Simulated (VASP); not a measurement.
Calculation: PBE GGA, VASP's PBE PAW potentials (set 64) (plane waves; VASP 6.6.1).

Input for VASP

POSCAR:
```
KTaO3
1
    4.0288805204     0.0000000000     0.0000000000
    0.0000000000     4.0288805204     0.0000000000
    0.0000000000     0.0000000000     4.0288805204
K Ta O
1 1 3
Direct
  0.0000000000   0.0000000000   0.0000000000
  0.5000000000   0.5000000000   0.5000000000
  0.5000000000   0.0000000000   0.5000000000
  0.0000000000   0.5000000000   0.5000000000
  0.5000000000   0.5000000000   0.0000000000
```

### KPOINTS
```
K-points
0
G
 7 7 7
0 0 0
```

INCAR:
```
# general
SYSTEM  = KTaO3
PREC    = Accurate
ENCUT   = 520
LREAL   = .FALSE.   # projection in real space or not
LASPH   = .TRUE.   # aspherical one-centre terms
NBANDS  = 69

# electronic loop
EDIFF   = 1E-7
NELM    = 100   # most electronic steps
ALGO    = Normal   # blocked Davidson
LMAXMIX = 6

# smearing
ISMEAR  = 0
SIGMA   = 0.01

# functional
GGA     = PE   # PBE

# output
LWAVE   = .FALSE.
LCHARG  = .FALSE.
NEDOS   = 1001   # DOS grid

# other
LOPTICS = .TRUE.
CSHIFT  = 0.1
```

POTCAR, in this order: K_sv Ta_pv O (PBE.64 set). Program: vasp_std.

Output

**OSZICAR**
```
       N       E                     dE             d eps       ncg     rms          rms(c)
DAV:   1     0.338131874850E+03    0.33813E+03   -0.16476E+04  2760   0.563E+02
DAV:   2    -0.296667745558E+02   -0.36780E+03   -0.33035E+03  3117   0.203E+02
DAV:   3    -0.495005493906E+02   -0.19834E+02   -0.19543E+02  3312   0.465E+01
DAV:   4    -0.497487434474E+02   -0.24819E+00   -0.24743E+00  3360   0.448E+00
DAV:   5    -0.497537648244E+02   -0.50214E-02   -0.50208E-02  3185   0.555E-01    0.339E+01
DAV:   6    -0.413377885404E+02    0.84160E+01   -0.67161E+00  3062   0.154E+01    0.122E+01
DAV:   7    -0.411420993877E+02    0.19569E+00   -0.11273E+00  3070   0.365E+00    0.938E+00
DAV:   8    -0.411006457445E+02    0.41454E-01   -0.25318E-01  3080   0.234E+00    0.337E+00
DAV:   9    -0.410679970597E+02    0.32649E-01   -0.26384E-02  3031   0.854E-01    0.527E-01
DAV:  10    -0.410679078343E+02    0.89225E-04   -0.28861E-03  3353   0.219E-01    0.793E-02
DAV:  11    -0.410679320580E+02   -0.24224E-04   -0.21026E-04  3265   0.605E-02    0.560E-02
DAV:  12    -0.410679414223E+02   -0.93642E-05   -0.45049E-05  3028   0.347E-02    0.266E-02
DAV:  13    -0.410679407415E+02    0.68074E-06   -0.90642E-06  3190   0.143E-02    0.102E-02
DAV:  14    -0.410679411615E+02   -0.42001E-06   -0.21080E-06  3219   0.580E-03    0.868E-03
DAV:  15    -0.410679409170E+02    0.24450E-06   -0.10034E-07  2934   0.172E-03    0.103E-03
DAV:  16    -0.410679409298E+02   -0.12779E-07   -0.80187E-09  2126   0.349E-04
   1 F= -.41067941E+02 E0= -.41067941E+02  d E =-.179907E-29
 imaginary and real dielectric function
```

**OUTCAR**
```
------------------------ aborting loop because EDIFF is reached ----------------------------------------
  FORCE on cell =-STRESS in cart. coord.  units (eV):
  Direction    XX          YY          ZZ          XY          YZ          ZX
  --------------------------------------------------------------------------------------
  Total       -0.0206581     -0.0206581     -0.0206581     -0.0000000     -0.0000000      0.0000000
  in kB       -0.5061136     -0.5061136     -0.5061136     -0.0000000     -0.0000000      0.0000000
  external PRESSURE =      -0.5061136 kB  Pullay stress =       0.0000000 kB
  volume of cell :       65.40
      direct lattice vectors                 reciprocal lattice vectors
     4.028880520  0.000000000  0.000000000     0.248207907  0.000000000  0.000000000
     0.000000000  4.028880520  0.000000000     0.000000000  0.248207907  0.000000000
     0.000000000  0.000000000  4.028880520     0.000000000  0.000000000  0.248207907
 POSITION                                       TOTAL-FORCE (eV/Angst)
 -----------------------------------------------------------------------------------
      0.00000      0.00000      0.00000         0.000000      0.000000      0.000000
      2.01444      2.01444      2.01444         0.000000      0.000000      0.000000
      2.01444      0.00000      2.01444         0.000000      0.000000      0.000000
      0.00000      2.01444      2.01444         0.000000      0.000000      0.000000
      2.01444      2.01444      0.00000         0.000000      0.000000      0.000000
 -----------------------------------------------------------------------------------
    total drift:                                0.000000      0.000000     -0.000000
  FREE ENERGIE OF THE ION-ELECTRON SYSTEM (eV)
  ---------------------------------------------------
  free  energy   TOTEN  =       -41.0679409298 eV

  energy  without entropy=      -41.0679409298  energy(sigma->0) =      -41.06794093

 plasma frequency squared (from intraband transitions) (eV^2)
  --------------------------------------------------------------------------------------
       0.000      -0.000       0.000
      -0.000       0.000      -0.000
      -0.000      -0.000       0.000

 plasma frequency squared (from interband transitions, int dw w eps(2)(w)) (eV^2)
  --------------------------------------------------------------------------------------
     674.952       0.000      -0.000       0.000       0.000      -0.000
      -0.000      -0.000     674.952       0.000      -0.000       0.000
       0.000       0.000      -0.000      -0.000     674.952       0.000
```
(Selected blocks of OUTCAR.)

The dielectric response may not be converged in the k-mesh; for small gaps it tends to come out too large.

The compound is KTaO3 in the cubic perovskite structure. It was relaxed first.
